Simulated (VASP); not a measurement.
Hg$_{3}$MgTe$_{4}$ (ordered alloy cell): computed properties

Method: PBEsol GGA, VASP's PBE PAW potentials (set 64) (plane waves; VASP 6.6.1).

```
Item                                                                                        Value
----------------------------------  -------------------------------------------------------------
space group                                                                             Amm2 (38)
cell                                a = 4.5991 Å, b = 9.1876 Å, c = 12.9884 Å, α = β = γ = 90.00°
volume per atom                                                                     34.30 Å³/atom
band gap (over mesh and band path)                       none (metal, semimetal or under 0.01 eV)
density                                                                                6.88 g/cm³
```

```
CELL_PARAMETERS angstrom
      0.00373     6.50037     6.49418
      6.50037     0.00373     6.49418
      3.25205     3.25205     0.00000
ATOMIC_POSITIONS crystal
  Mg 0.00083 0.00083 0.99833
  Te 0.12272 0.12272 0.25457
  Te 0.12422 0.62755 0.24824
  Te 0.62755 0.12422 0.24824
  Te 0.62499 0.62499 0.25001
  Hg 0.00041 0.49957 0.00002
  Hg 0.49957 0.00041 0.00002
  Hg 0.49971 0.49971 0.00058
```

Unless said otherwise, spin-orbit coupling is left out, though it shifts the bands of the heavy elements here.

The structure was generated: Hg3MgTe4 was put into an ordered model structure (Amm2), which need not be its known phase. It was relaxed first. Symmetry was kept, so distortions that lower it aren't found.
